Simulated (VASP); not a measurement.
Energy against volume of BaTiO3 (cubic perovskite). Computed with vdW-DF2, VASP's PBE PAW potentials (set 64) (plane waves; VASP). Run with 520 eV cut-off, 6×6×6 Γ-centred mesh, Gaussian smearing of 0.050 eV, potentials Ba_sv Ti_sv O.

```
V (Å³/atom)  E (eV/atom)
-----------  -----------
13.352          -6.04469
13.765          -6.05131
14.178          -6.04620
14.591          -6.03115
```

Question: Fit these four points and predict the energy of the run at 12.939 Å³/atom.

Answer: A cubic in V^(−2/3), the third-order Birch-Murnaghan form, passes through the four points with V0 = 13.78 Å³/atom and B0 = 151 GPa, and gives -6.0242 eV/atom there. The run gave -6.0243 eV/atom, -0.1 meV/atom from the fit; all five points give B0 = 150 GPa.

The compound is BaTiO3 in the cubic perovskite structure, the ideal cubic form; the compound distorts at low or room temperature. It was relaxed first, which changed the volume by +8 %.
